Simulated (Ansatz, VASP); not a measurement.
# Co (Co(0001)): VASP beside Ansatz

Wanted: the spread between two codes on one cell, functional and k mesh. The cell is taken from a series of runs on this material, whose earlier steps may have relaxed, scaled, displaced or heated it; both programs get it as it stands.

Method: plane waves, with VASP 6.6.1 beside it; single point at LDA, in Ansatz 0.2.0.

### 1. The structure

The cell holds 6 atoms: 6 Co. Its edges and angles: a = 2.510 Å, b = 2.510 Å, c = 28.178 Å, α = 90.0°, β = 90.0°, γ = 60.0°. Vacuum lies along c.

### 2. Ansatz: single point, LDA

Ansatz runs on its default PAW (the set named soft_2) files.

With cell and atoms fixed, the geometry can't cause a difference; cores, projectors, grids and the points listed under the comparison can.

Input file input.yaml:

```yaml
crystal:
  lattice:
    - [2.51, 0.0, 0.0]
    - [1.255, 2.1737237635, 0.0]
    - [0.0, 0.0, 28.17805]
  atoms:
    - { symbol: Co, position: [0.6666666667, 0.6666666667, 0.3193975453], spin: 1.7 }
    - { symbol: Co, position: [0.0, 0.0, 0.3916385272], spin: 1.7 }
    - { symbol: Co, position: [0.6666666667, 0.6666666667, 0.4638795091], spin: 1.7 }
    - { symbol: Co, position: [0.0, 0.0, 0.5361204909], spin: 1.7 }
    - { symbol: Co, position: [0.6666666667, 0.6666666667, 0.6083614728], spin: 1.7 }
    - { symbol: Co, position: [0.0, 0.0, 0.6806024547], spin: 1.7 }
magnetization:
  spin_polarized: true
kpoints:
  mp_grid: { grid: [24, 24, 1] }
hamiltonian:
  xc: lda
scf:
  occupations: { method: fermi_dirac, width: 0.1 }
  convergence: { dr2_threshold: 1.0e-10 }
efield:
  axis: 3
  dipole_correction: true
  ramp_position: 0.97
  ramp_width: 0.06
  amplitude: 0
output:
  forces: true
  write_potential: true
  write_density: true
  volumetric_format: npy
```

Started as:

```
$ ansatz run input.yaml --threads 4 --pin off --max-ram 6144MiB --backend cpu --events-out ev --progress --plain --runs-dir out
```

Numbers of over 12 decimals in the logs are rounded to 6 here.

The program printed:

```text
Engine: ansatz 0.2.0, aarch64-unknown-linux-gnu
Pseudopotentials: kind: paw
Pseudopotential: Co, paw, valence charge 17, recommended cutoff 420 eV (normal), Co.paw.azcp
Functional definition: SPW92
  exchange = slater_x
  correlation = pw_c
Crystal: 6 atoms, lattice volume = 153.741 Å³
Basis set: ecut = 420 eV, 3017 PW (Γ)
Bands: 68, of which v1, the nominal top of the filled ones, is band 51 counted from 1 (50 counted from 0)
Symmetry: 6 space group operations
k-points: 61 of 576 (time reversal used)
Non-local potential: Co, projectors of the file, l = 0: 3, l = 1: 2, l = 2: 3, l = 3: 1
PAW form: soft (Blöchl's): semilocal exchange-correlation on the pseudo side does not see the compensation charge
PAW frozen core: Co, regenerated for the run's functional, and the local potential with it (the file was generated under x = pbe(κ = 0.804, μ = 0.219515), c = pbe(β = 0.066725))
PAW one-centre angular grid: Co, 590 points (default); XC on 64 Gauss nodes
Initial density: superposition of atomic densities (neutral atoms: chi_scale 0, normalization atom)
Starting moments: Σ|m| = 10.2 μB on 6 of 6 sites
Initial wavefunctions: pseudopotential atomic-orbital guess
Functional: x = slater, c = lda
SCF iter   1: F=—  HF=-30372.402746 eV  |F-HF|=—  |Δ(HF+E_count)|=         —  Δρ=6.87e-2 (↑1.94e-2 ↓6.87e-2)  dr2=1.14e1  dr2_m=1.42e0  M=10.415 μB ∫|m|=10.705 μB  β_m=1.00  ethr=3.10e-3  p=0.000 e·Å  D=3.24e-13 V/Å  ΔV_dip=-0.00 eV  dr2_dipole=8.20e-8  V_vac-E_F(+/−)=7.84/7.84 eV  ⟨swp⟩=10.5  Hψ=41725  notcnv=0  defer=180
Mixer restart at iter 1: flushing history
efield: sawtooth ramp at fractional position 0.9700 (set: `efield.ramp_position`, or a place that a band, a saddle search or an elastic batch's reference lends), width 0.0600; the density the first Hamiltonian is built on has a dipole p = 0.000 e·Å; the dipole correction subtracts the counter field D = 3.24e-13 V/Å, which shifts the + side's vacuum level by -0.00 eV against the − side's; the planar-averaged density in the ramp window peaks in size at 3.5e-6 e/Å³
preconditioner: auto → LDOS  [metal: Δε(μ)=0.001 eV  Ē_g=7.454 eV  σ=0.100 eV  W_gap=0.00  n_scr=22 (ndim 8)  ℏωp=22.0 eV  f_vac=0.521  D(μ)=6.50/eV (n_scr^D=24)]
spin=Collinear: LDOS preconditioning applied to the charge; magnetization (m = ρ↑ − ρ↓) channel mixes plain (no charge-response kernel on spin).
SCF iter   2: F=—  HF=-30370.321720 eV  |F-HF|=—  |Δ(HF+E_count)|=    2.08e0  Δρ=1.54e-2 (↑1.54e-2 ↓8.24e-3)  dr2=5.74e-1  dr2_m=1.52e-1  M=10.431 μB ∫|m|=11.018 μB  β_m=0.32  ethr=3.10e-3  p=-0.000 e·Å  D=-1.50e-5 V/Å  ΔV_dip=0.00 eV  dr2_dipole=2.14e-7  V_vac-E_F(+/−)=6.80/6.80 eV  ⟨swp⟩=2.9  Hψ=15462  notcnv=0  defer=342
density mixer auto → msr1: a metal under ldos (density of states about μ 3.12 of a free-electron gas's, 22 screened modes)
SCF iter   3: F=—  HF=-30372.162763 eV  |F-HF|=—  |Δ(HF+E_count)|=    1.84e0  Δρ=7.22e-3 (↑7.22e-3 ↓6.52e-3)  dr2=1.17e-1  dr2_m=5.34e-2  M=10.267 μB ∫|m|=10.903 μB  β_m=0.46  ethr=5.63e-4  p=0.000 e·Å  D=2.52e-6 V/Å  ΔV_dip=-0.00 eV  dr2_dipole=1.13e-9  V_vac-E_F(+/−)=6.29/6.29 eV  ⟨swp⟩=2.8  Hψ=14292  notcnv=0  defer=340
SCF iter   4: F=—  HF=-30373.792569 eV  |F-HF|=—  |Δ(HF+E_count)|=    1.63e0  Δρ=7.10e-3 (↑4.78e-3 ↓7.10e-3)  dr2=9.47e-2  dr2_m=2.77e-2  M=10.050 μB ∫|m|=10.732 μB  β_m=0.56  ethr=1.14e-4  p=0.000 e·Å  D=4.82e-7 V/Å  ΔV_dip=-0.00 eV  dr2_dipole=1.55e-8  V_vac-E_F(+/−)=5.71/5.71 eV  ⟨swp⟩=3.2  Hψ=17644  notcnv=0  defer=346
SCF iter   5: F=—  HF=-30374.191128 eV  |F-HF|=—  |Δ(HF+E_count)|=   3.99e-1  Δρ=2.75e-3 (↑2.04e-3 ↓2.75e-3)  dr2=2.63e-2  dr2_m=1.26e-3  M=9.941 μB ∫|m|=10.612 μB  β_m=0.71  ethr=9.29e-5  p=0.000 e·Å  D=6.09e-6 V/Å  ΔV_dip=-0.00 eV  dr2_dipole=4.79e-8  V_vac-E_F(+/−)=5.53/5.53 eV  ⟨swp⟩=2.2  Hψ=14894  notcnv=0  defer=385
SCF iter   6: F=—  HF=-30374.259570 eV  |F-HF|=—  |Δ(HF+E_count)|=   6.84e-2  Δρ=1.97e-3 (↑1.97e-3 ↓1.33e-3)  dr2=1.09e-2  dr2_m=6.28e-4  M=9.898 μB ∫|m|=10.582 μB  β_m=0.70  ethr=2.58e-5  p=-0.000 e·Å  D=-3.91e-6 V/Å  ΔV_dip=0.00 eV  dr2_dipole=8.82e-8  V_vac-E_F(+/−)=5.44/5.44 eV  ⟨swp⟩=2.8  Hψ=17756  notcnv=0  defer=380
SCF iter   7: F=—  HF=-30374.271013 eV  |F-HF|=—  |Δ(HF+E_count)|=   1.14e-2  Δρ=5.73e-4 (↑4.45e-4 ↓5.73e-4)  dr2=1.66e-3  dr2_m=2.61e-5  M=9.868 μB ∫|m|=10.559 μB  β_m=0.62  ethr=1.07e-5  p=0.000 e·Å  D=9.80e-7 V/Å  ΔV_dip=-0.00 eV  dr2_dipole=1.45e-8  V_vac-E_F(+/−)=5.38/5.38 eV  ⟨swp⟩=2.6  Hψ=16623  notcnv=0  defer=383
SCF iter   8: F=—  HF=-30374.270694 eV  |F-HF|=—  |Δ(HF+E_count)|=   3.18e-4  Δρ=1.52e-4 (↑8.87e-5 ↓1.52e-4)  dr2=5.56e-5  dr2_m=7.16e-6  M=9.861 μB ∫|m|=10.555 μB  β_m=0.74  ethr=1.63e-6  p=-0.000 e·Å  D=-1.63e-7 V/Å  ΔV_dip=0.00 eV  dr2_dipole=2.19e-10  V_vac-E_F(+/−)=5.34/5.34 eV  ⟨swp⟩=2.6  Hψ=14470  notcnv=0  defer=406
[...]
SCF iter  15: F=—  HF=-30374.270956 eV  |F-HF|=—  |Δ(HF+E_count)|=  4.73e-11  Δρ=2.85e-7 (↑2.85e-7 ↓2.81e-7)  dr2=1.61e-10  dr2_m=9.11e-11  M=9.865 μB ∫|m|=10.560 μB  β_m=0.66  ethr=3.67e-12  p=-0.000 e·Å  D=-1.53e-8 V/Å  ΔV_dip=0.00 eV  dr2_dipole=3.22e-11  V_vac-E_F(+/−)=5.33/5.33 eV  ⟨swp⟩=2.3  Hψ=12013  notcnv=0  defer=400
SCF iter  16: F=—  HF=-30374.270956 eV  |F-HF|=—  |Δ(HF+E_count)|=  2.98e-10  Δρ=1.69e-7 (↑1.45e-7 ↓1.69e-7)  dr2=2.52e-11  dr2_m=3.12e-11  M=9.865 μB ∫|m|=10.560 μB  β_m=0.83  ethr=1.00e-12  p=0.000 e·Å  D=2.27e-9 V/Å  ΔV_dip=-0.00 eV  dr2_dipole=1.98e-14  V_vac-E_F(+/−)=5.33/5.33 eV  ⟨swp⟩=1.6  Hψ=9163  notcnv=0  defer=400
SCF iter  17: F=—  HF=-30374.270956 eV  |F-HF|=—  |Δ(HF+E_count)|=  1.86e-10  Δρ=2.10e-7 (↑1.41e-7 ↓2.10e-7)  dr2=1.82e-10  dr2_m=2.12e-12  M=9.865 μB ∫|m|=10.560 μB  β_m=0.65  ethr=1.00e-12  p=0.000 e·Å  D=2.71e-8 V/Å  ΔV_dip=-0.00 eV  dr2_dipole=3.40e-11  V_vac-E_F(+/−)=5.33/5.33 eV  ⟨swp⟩=1.6  Hψ=8884  notcnv=0  defer=400
iter 18 did not close the SCF: its close was put off for the exchange–correlation potential of the local minority spin (scf_convergence_deferred on its scf_iter line)
SCF iter  18: F=-30374.270956 eV  HF=-30374.270956 eV  |F-HF|=2.91e-11  |Δ(HF+E_count)|=  6.18e-10  Δρ=4.93e-8 (↑3.05e-8 ↓4.93e-8)  dr2=7.38e-12  dr2_m=8.04e-13  M=9.865 μB ∫|m|=10.560 μB  β_m=0.58  ethr=1.00e-12  p=0.000 e·Å  D=3.38e-10 V/Å  ΔV_dip=-0.00 eV  dr2_dipole=4.19e-13  V_vac-E_F(+/−)=5.33/5.33 eV  ⟨swp⟩=15.3  Hψ=50979  notcnv=0
SCF iter  19: F=-30374.270955 eV  HF=-30374.270955 eV  |F-HF|=3.27e-11  |Δ(HF+E_count)|=   2.37e-8  Δρ=1.67e-8 (↑1.35e-8 ↓1.67e-8)  dr2=1.10e-12  dr2_m=1.98e-13  M=9.865 μB ∫|m|=10.560 μB  ethr=1.00e-12  p=-0.000 e·Å  D=-8.88e-10 V/Å  ΔV_dip=0.00 eV  dr2_dipole=8.68e-14  V_vac-E_F(+/−)=5.33/5.33 eV  ⟨swp⟩=6.4  Hψ=39500  notcnv=0
SCF 1 converged in 19 iterations: F = -30374.270955 eV  dr2 = 1.10e-12
  greatest PAW one-centre occupation: 1.003 electrons in one spin orbital (limit 2), on the Co atom at site 5 (counted from 0), in its partial waves of l = 1
WARN: The output density's exchange-correlation potential varies sharply where the density is thin. Do not read a vacuum level from v_tot or v_xc, or from such a field of the output density. On a cell that repeats whose density bears no net charge and no dipole along the vacuum's axis use v_es (v_loc + v_h of the components); under efield.dipole_correction with no amplitude use v_es + v_field, which holds any externa [...]
SCF converged after 19 iterations
Magnetization: 9.8650 μB (55.9325 up, 46.0675 down)
Absolute magnetization: 10.5623 μB (∫|ρ↑−ρ↓|, with the PAW one-centre terms)
Spin contamination: 0.1453 ħ² per cell (⟨S²⟩ above its minimum at these occupations)
Per-site moments (μB) at R_I (Å): [(1.754760, 1.030734), (1.684201, 1.030734), (1.640499, 1.030734), (1.640499, 1.030734), (1.684201, 1.030734), (1.754760, 1.030734)]
Free energy (F): -30374.270955 eV
Harris-Foulkes:  -30374.270955 eV  (|F-HF|=3.27e-11)
Internal energy: -30374.055488 eV  (E = F + TS)
E sigma→0 (E₀):  -30374.163222 eV
Entropy (-TS):   -0.215468 eV (-35.911 meV/atom)
Fermi energy:    4.741530 eV
Dipole field:    D = -0.000000 V/Å  (p = -0.000000 e·Å, saw-weighted, corrected)
Work function:   Φ+ = 5.3344 eV   Φ− = 5.3344 eV
Levels:          The Fermi level and band energies are counted from a zero that moves with the ramp; work functions are not
--- Per-component energies (eV) ---
  E_band       = -2850.691478
  E_kinetic    = 2714.118831
  E_local      = -281527.571511  (includes V_loc(G=0)·N_el)
  E_nonlocal   = 2760.389342
  E_hartree    = 138678.984309
  E_xc         = -939.696426
  E_vxc        = -1219.836816  (∫ρ·V_xc dr)
  E_paw        = -8715.735598  (= ΣΔE_a)
  E_vpaw       = -2935.760461  (= ΣTr[D̂ρ^β])
  E_aug_tail   = 0.000182  (compensation charges beyond the density's cutoff)
  E_efield     = 0.000000  (sawtooth field / dipole correction)
  E_vefield    = 0.000000  (∫n·V_field dr)
  E_ewald      = 116652.945880
  E_core_change = 2.509504  (= ΣΔE_core)
  E_smearing   = -0.215468  (= −TS)
  E_closure    = -0.000000  (closes the sum)
  Σ components = -30374.270955   (vs F -30374.270955, Δ=0.00e0)
--- Forces (eV/Å), atoms counted from 1 ---
  atom   1  Co     0.00000000     0.00000000     1.04327495
  atom   2  Co     0.00000000     0.00000000    -0.34586406
  atom   3  Co    -0.00000000    -0.00000000     0.13523931
  atom   4  Co     0.00000000     0.00000000    -0.13523924
  atom   5  Co    -0.00000000    -0.00000000     0.34586412
  atom   6  Co    -0.00000000    -0.00000000    -1.04327503
  max |Σ_I F_I| component: 4.29e-8 eV/Å
--- Band table (eV; the first three rows and the last of 122) ---
  k-point 0 ↑: bands = [... 47 lower, 3.0207, 3.0207, 3.2564, 3.2564, 3.5494, 3.5494, 3.7727, 3.7727, ... 13 higher]
  k-point 1 ↑: bands = [... 47 lower, 3.0028, 3.0077, 3.2480, 3.2550, 3.5139, 3.5439, 3.6869, 3.7460, ... 13 higher]
  k-point 2 ↑: bands = [... 47 lower, 2.9468, 2.9748, 3.1748, 3.2264, 3.3450, 3.4798, 3.5288, 3.7475, ... 13 higher]
  k-point 60 ↓: bands = [... 47 lower, 5.4501, 5.4501, 5.5791, 5.6558, 5.6558, 5.7396, 5.7396, 10.2275, ... 13 higher]
```

Reading the cycles: dr2 is the Hartree energy of the density residual (eV), the measure of convergence; HF is the Harris–Foulkes estimate of the energy, which meets the free energy F at convergence.

(Part 1 of 2 ends here.)

[Lines on the potential files, build, host, timing and source positions are cut from VASP's logs without a mark.]

[Logs are printed without paths, hosts, clocks, repeated set-up lines and the standing remarks that a program may print on its own settings, such as how far it seeks lower states.]

[Hosts, paths, dates, database ids (printed as entryN), source tags and the programs' standing remarks are cut or masked in the printed files.]
